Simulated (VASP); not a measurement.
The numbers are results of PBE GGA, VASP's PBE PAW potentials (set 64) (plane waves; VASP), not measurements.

The input files of a VASP run:

INCAR:
```
! general
SYSTEM  = HfB2
PREC    = Accurate
ENCUT   = 520   ! plane-wave cut-off (eV)
LREAL   = .FALSE.   ! projection in real space or not
LASPH   = .TRUE.   ! aspherical one-centre terms

! electronic loop
EDIFF   = 1E-6   ! SCF stop (eV)
NELM    = 100   ! most electronic steps
ALGO    = Normal   ! blocked Davidson
LMAXMIX = 6   ! l cut-off of mixed one-centre charges

! smearing
ISMEAR  = 1
SIGMA   = 0.1   ! width (eV)

! functional
GGA     = PE   ! PBE

! ions
ISIF    = 2   ! forces and stress, cell fixed

! output
LWAVE   = .FALSE.
LCHARG  = .FALSE.
```

**POSCAR**
```
HfB2
1.0
  1.6014000000  -2.7737060000   0.0000000000
  1.6014000000   2.7737060000   0.0000000000
  0.0000000000   0.0000000000   3.5496000000
Hf B
1 2
Cartesian
  0.0000000000   0.0000000000   0.0000000000
  1.6014000000   0.9245705158   1.7748000000
  1.6014000000  -0.9245705158   1.7748000000
```

File KPOINTS:
```
kpoints
0
gamma
 8 8 7
0 0 0
```

POTCAR, in this order: Hf_pv B (PBE.64 set). Program: vasp_std.

The run wrote:

### OUTCAR
```
 ion  position               nearest neighbor table
   1  0.000  0.000  0.000-   2 2.56   3 2.56   2 2.56   3 2.56   3 2.56   3 2.56   2 2.56   2 2.56
                             3 2.56   3 2.56   2 2.56   2 2.56
   2  0.333  0.667  0.500-   3 1.85   3 1.85   3 1.85   1 2.56   1 2.56   1 2.56   1 2.56   1 2.56
                             1 2.56
   3  0.667  0.333  0.500-   2 1.85   2 1.85   2 1.85   1 2.56   1 2.56   1 2.56   1 2.56   1 2.56
                             1 2.56
  LATTYP: Found a hexagonal cell.
 ALAT       =     3.2027998586
 C/A-ratio  =     1.1082803037
 Subroutine PRICEL returns:
 Original cell was already a primitive cell.
 Subroutine GETGRP returns: Found 24 space group operations
The static configuration has the point symmetry D_6h.
The dynamic configuration has the point symmetry D_6h.
 Subroutine INISYM returns: Found 24 space group operations
 Subroutine IBZKPT returns following result:
 Found     40 irreducible k-points:

 Following reciprocal coordinates:
            Coordinates               Weight
  0.000000  0.000000  0.000000      1.000000
  0.125000  0.000000  0.000000      6.000000
  0.250000  0.000000  0.000000      6.000000
  0.375000  0.000000  0.000000      6.000000
  0.500000  0.000000  0.000000      3.000000
  0.125000  0.125000  0.000000      6.000000
  0.250000  0.125000  0.000000     12.000000
  0.375000  0.125000  0.000000     12.000000
  0.250000  0.250000  0.000000      6.000000
  0.375000  0.250000  0.000000      6.000000
  0.000000  0.000000  0.142857      2.000000
  0.125000  0.000000  0.142857     12.000000
  0.250000  0.000000  0.142857     12.000000
  0.375000  0.000000  0.142857     12.000000
  0.500000  0.000000  0.142857      6.000000
  0.125000  0.125000  0.142857     12.000000
  0.250000  0.125000  0.142857     24.000000
  0.375000  0.125000  0.142857     24.000000
  0.250000  0.250000  0.142857     12.000000
  0.375000  0.250000  0.142857     12.000000
  0.000000  0.000000  0.285714      2.000000
  0.125000  0.000000  0.285714     12.000000
  0.250000  0.000000  0.285714     12.000000
  0.375000  0.000000  0.285714     12.000000
  0.500000  0.000000  0.285714      6.000000
  0.125000  0.125000  0.285714     12.000000
  0.250000  0.125000  0.285714     24.000000
  0.375000  0.125000  0.285714     24.000000
  0.250000  0.250000  0.285714     12.000000
  0.375000  0.250000  0.285714     12.000000
  0.000000  0.000000  0.428571      2.000000
  0.125000  0.000000  0.428571     12.000000
  0.250000  0.000000  0.428571     12.000000
  0.375000  0.000000  0.428571     12.000000
  0.500000  0.000000  0.428571      6.000000
  0.125000  0.125000  0.428571     12.000000
  0.250000  0.125000  0.428571     24.000000
  0.375000  0.125000  0.428571     24.000000
  0.250000  0.250000  0.428571     12.000000
  0.375000  0.250000  0.428571     12.000000
   k-points           NKPTS =     40   k-points in BZ     NKDIM =     40   number of bands    NBANDS=     12
   number of dos      NEDOS =    301   number of ions     NIONS =      3
   total plane-waves  NPLWV =  16128
   dimension x,y,z NGX =    24 NGY =   24 NGZ =   28
   dimension x,y,z NGXF=    48 NGYF=   48 NGZF=   56
   ions per type =               1   2
   PREC   = accura    normal or accurate (medium, high low for compatibility)
   ISTART =      0    job   : 0-new  1-cont  2-samecut
   ICHARG =      2    charge: 1-file 2-atom 10-const
   ISPIN  =      1    spin polarized calculation?
   LNONCOLLINEAR =      F non collinear calculations
   LSORBIT =      F    spin-orbit coupling
   INIWAV =      1    electr: 0-lowe 1-rand  2-diag
   ENCUT  =  520.0 eV  38.22 Ry    6.18 a.u.   5.96  5.96  6.60*2*pi/ulx,y,z
...
```

### OSZICAR
```
       N       E                     dE             d eps       ncg     rms          rms(c)
DAV:   1     0.271178864979E+02    0.27118E+02   -0.83865E+03   960   0.125E+03
DAV:   2    -0.268480995207E+02   -0.53966E+02   -0.50736E+02  1160   0.234E+02
DAV:   3    -0.286287968156E+02   -0.17807E+01   -0.17511E+01  1288   0.321E+01
DAV:   4    -0.286472530296E+02   -0.18456E-01   -0.18442E-01  1148   0.330E+00
DAV:   5    -0.286474664532E+02   -0.21342E-03   -0.21336E-03  1268   0.299E-01    0.475E+01
DAV:   6    -0.264219256319E+02    0.22255E+01   -0.53727E+00  1156   0.146E+01    0.353E+01
DAV:   7    -0.263835603956E+02    0.38365E-01   -0.15526E+00  1224   0.822E+00    0.119E+01
DAV:   8    -0.263328676971E+02    0.50693E-01   -0.39743E-01  1156   0.427E+00    0.163E+00
DAV:   9    -0.263281554485E+02    0.47122E-02   -0.32685E-02  1156   0.133E+00    0.260E-01
DAV:  10    -0.263280982030E+02    0.57246E-04   -0.10392E-03  1168   0.265E-01    0.343E-01
DAV:  11    -0.263280996893E+02   -0.14863E-05   -0.13167E-04  1184   0.887E-02    0.170E-01
DAV:  12    -0.263280949751E+02    0.47142E-05   -0.14282E-05  1184   0.315E-02    0.247E-02
DAV:  13    -0.263280951467E+02   -0.17169E-06   -0.51647E-07   680   0.722E-03
   1 F= -.26328095E+02 E0= -.26327962E+02  d E =-.398337E-03
```

### OUTCAR
```
------------------------ aborting loop because EDIFF is reached ----------------------------------------
  FORCE on cell =-STRESS in cart. coord.  units (eV):
  Direction    XX          YY          ZZ          XY          YZ          ZX
  --------------------------------------------------------------------------------------
  Total       -2.5789256     -2.5789253     -2.3131677      0.0000000      0.0000000      0.0000000
  in kB     -131.0327112   -131.0326958   -117.5298120      0.0000000      0.0000000      0.0000000
  external PRESSURE =    -126.5317397 kB  Pullay stress =       0.0000000 kB
  volume of cell :       31.53
      direct lattice vectors                 reciprocal lattice vectors
     1.601400000 -2.773706000  0.000000000     0.312226802 -0.180264239  0.000000000
     1.601400000  2.773706000  0.000000000     0.312226802  0.180264239  0.000000000
     0.000000000  0.000000000  3.549600000     0.000000000  0.000000000  0.281721884
 POSITION                                       TOTAL-FORCE (eV/Angst)
 -----------------------------------------------------------------------------------
      0.00000      0.00000      0.00000        -0.000000      0.000000      0.000000
      1.60140      0.92457      1.77480         0.000000      0.000000      0.000000
      1.60140     -0.92457      1.77480        -0.000000     -0.000000      0.000000
 -----------------------------------------------------------------------------------
    total drift:                                0.000000     -0.000000      0.000000
  FREE ENERGIE OF THE ION-ELECTRON SYSTEM (eV)
  ---------------------------------------------------
  free  energy   TOTEN  =       -26.3280951467 eV

  energy  without entropy=      -26.3276968096  energy(sigma->0) =      -26.32796237
```
(Selected blocks of OUTCAR.)

The compound is HfB2 in the AlB2 type structure. The cell was not relaxed at this level.
